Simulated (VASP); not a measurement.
Data:

```xyz
3
Lattice="0.0000 2.7306 2.7306 2.7306 0.0000 2.7306 2.7306 2.7306 0.0000" Properties=species:S:1:pos:R:3 pbc="T T T"
Ce     0.0000     0.0000     0.0000
O      1.3653     1.3653     1.3653
O      4.0959     4.0959     4.0959
```

These are PBE GGA, VASP's PBE PAW potentials (set 64) (plane waves; VASP) values and carry that method's errors. Run with 600 eV cut-off, 6×6×6 Γ-centred mesh, Gaussian smearing of 0.050 eV, potentials Ce O.

Each relaxation starts from this cell; other phases were not tried.

Task: The cell is relaxed at 1 GPa. What happens?

Result: The volume per atom goes from 13.57 to 13.51 Å³ (-0.5 %), and the cell becomes a = 5.453 Å, b = 5.453 Å, c = 5.453 Å, α = 90.00°, β = 90.00°, γ = 90.00°, space group Fm-3m. The gap on the mesh goes from 1.98 to 1.99 eV.

Task: The cell is relaxed at 5 GPa. What happens?

Result: The volume per atom goes from 13.57 to 13.23 Å³ (-2.6 %), and the cell becomes a = 5.414 Å, b = 5.414 Å, c = 5.414 Å, α = 90.00°, β = 90.00°, γ = 90.00°, space group Fm-3m. The gap on the mesh goes from 1.98 to 2.06 eV.

Failed runs are left out, and for metals the shear rows, which the mesh's noise covers.

The compound is CeO2 in the fluorite structure. The run is not spin-polarised, so no magnetic state was tried.
